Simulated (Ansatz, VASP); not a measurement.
# One calculation of ReC6, two programs

```
Re C
1.0
     3.84892    0.00000    0.00000
     0.00000    3.84892    0.00000
     0.00000    0.00000    3.84892
Re C
1 6
Direct
  0.00000 0.00000 0.00000
  0.82342 0.50000 0.50000
  0.17658 0.50000 0.50000
  0.50000 0.50000 0.82342
  0.50000 0.50000 0.17658
  0.50000 0.17658 0.50000
  0.50000 0.82342 0.50000
```

Change from the starting cell: species swapped into the YB6 type (Pm-3m, No. 221).

Alike in both runs: functional PBE; k mesh 10 × 10 × 10; occupations gaussian, width 0.1 eV; no spin polarisation.

Ansatz relaxed the structure, and its values are those at the end. VASP's run is a single point on that final structure, the one shown.

```csv
,VASP,Ansatz
version,VASP 6.6.1,Ansatz 0.2.0
potentials or method,"VASP PAW PBE potentials, release 64 (Re, C)","scalar-relativistic, plane waves, PAW"
plane-wave cutoff (eV),520,420
valence electrons in the cell,31,39
```

Ansatz gave:

| Quantity | Value |
| --- | --- |
| gap on the k mesh at the Fermi level (eV) | none |
| pressure (GPa) | 0.0 |
| rms of the force components (eV/Å) | 0.000 |

Problem. Which values does VASP return?

Solution. gap on the k mesh at the Fermi level (eV): none; pressure (GPa): 0.1; rms of the force components (eV/Å): 0.022.

A gap of «none» marks a metal or a gap that the smearing closes. The functional is the same, so the differences come from potentials, cutoffs and numerics. The two sets of potentials don't hold the same shells in valence.

Spin-orbit coupling is left out, which matters for the levels of Re.
